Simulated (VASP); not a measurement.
Data:

```yaml
crystal:
  lattice:
    - [2.39547, -4.14908, 0.00000]
    - [2.39547, 4.14908, 0.00000]
    - [0.00000, 0.00000, 8.71469]
  atoms:
    - { symbol: Pb, position: [0.00000, 0.00000, 0.00000] }
    - { symbol: I, position: [0.33333, 0.66667, 0.21276] }
    - { symbol: I, position: [0.66667, 0.33333, 0.78724] }
```

Calculation: RPBE GGA, VASP's PBE PAW potentials (set 64) (plane waves; VASP 6.6.1). Run with 520 eV cut-off, 6×6×3 Γ-centred mesh, tetrahedra with Blöchl corrections, potentials Pb_d I.

The cores are frozen, which limits the accuracy of field gradients. Without a dispersion term in the relaxation, distances and binding between the weakly bound layers, chains or molecules are unreliable, and so is what depends on them.

Task: Give the principal components of the electric field gradient (V/Å²) and the asymmetry η at each nucleus.

Result: 
```
atom    Vxx    Vyy    Vzz     η
----  -----  -----  -----  ----
Pb1   -14.0  -14.0   28.0  0.00
I2     10.8   10.8  -21.6  0.00
I3     10.8   10.8  -21.6  0.00
```

The compound is PbI2 in the 1T layered structure. It was relaxed first, which changed the volume by +38 %.
